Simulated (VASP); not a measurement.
Set up this calculation in VASP 6.6.1, as the native input.

* Task: single point
* Functional: LDA
* Potentials or basis: VASP PAW LDA potentials, release 64 (Pt, F)
* Cutoff: 520 eV
* k mesh: 6 × 6 × 6
* Occupations: gaussian, width 0.05 eV
* Spin: collinear spin, ferromagnetic start
* Starting moments: [0.5, 0.0, 0.0] μB
* Hubbard terms: Pt d U = 7 eV
* Further INCAR settings: ALGO = Fast; EDIFF = 1e-07; NBANDS = 23

The structure of PtF2 lies in POSCAR:

```
PtF2
1.0
    0.0000000000      2.5525506100      2.5525506100
    2.5525506100      0.0000000000      2.5525506100
    2.5525506100      2.5525506100      0.0000000000
Pt F
1 2
Direct
    0.0000000000      0.0000000000      0.0000000000
    0.2500000000      0.2500000000      0.2500000000
    0.7500000000      0.7500000000      0.7500000000
```

The cell comes from a database or a generator and needn't be the stable form of this composition.

The input as run:

INCAR

```
SYSTEM = PtF2
ALGO     = Fast           ! electronic algorithm
EDIFF    = 1E-7           ! SCF threshold, eV
ENCUT    = 520            ! plane-wave cutoff, eV
GGA      = CA             ! functional
ISIF     = 2              ! what is computed and relaxed
ISMEAR   = 0              ! smearing method
ISPIN    = 2              ! spin polarisation
LASPH    = .True.         ! aspherical terms in the spheres
LCHARG   = .False.        ! write CHGCAR
LDAU     = .True.         ! DFT+U
LDAUJ    = 0 0          
LDAUL    = 2 -1           ! shell
LDAUPRINT= 1            
LDAUTYPE = 2            
LDAUU    = 7 0            ! U, eV
LMAXMIX  = 4              ! l up to which the mixer works
LORBIT   = 11             ! projections on sites
LREAL    = .False.        ! projectors in reciprocal space
LWAVE    = .False.        ! write WAVECAR
MAGMOM   = 0.5 0 0        ! initial moments
NBANDS   = 23             ! bands
NELM     = 60             ! most SCF steps
PREC     = Accurate       ! precision mode
SIGMA    = 0.05           ! smearing width, eV
```

KPOINTS

```
k-points
0
Gamma
  6 6 6
  0 0 0
```

Potentials or basis: VASP PAW LDA potentials, release 64 (Pt, F).

Command:

```sh
$ cat potpaw_LDA.64/Pt/POTCAR potpaw_LDA.64/F/POTCAR > POTCAR
$ mpirun -np 1 vasp_std > vasp.out
```

Results of the run:

The pressure is 12.8 GPa. The band gap on the k mesh is none (metal or under the smearing width), the net moment is 2.00 μB per cell and the site moments are Pt +1.70; F +0.21 μB. The valence electrons inside the program's atomic spheres are Pt 9.23; F 6.03.

Run time: 49 s on 1 thread of AMD EPYC 7R13 Processor (Zen 3), with other jobs on the host, peak memory 0.12 GiB.
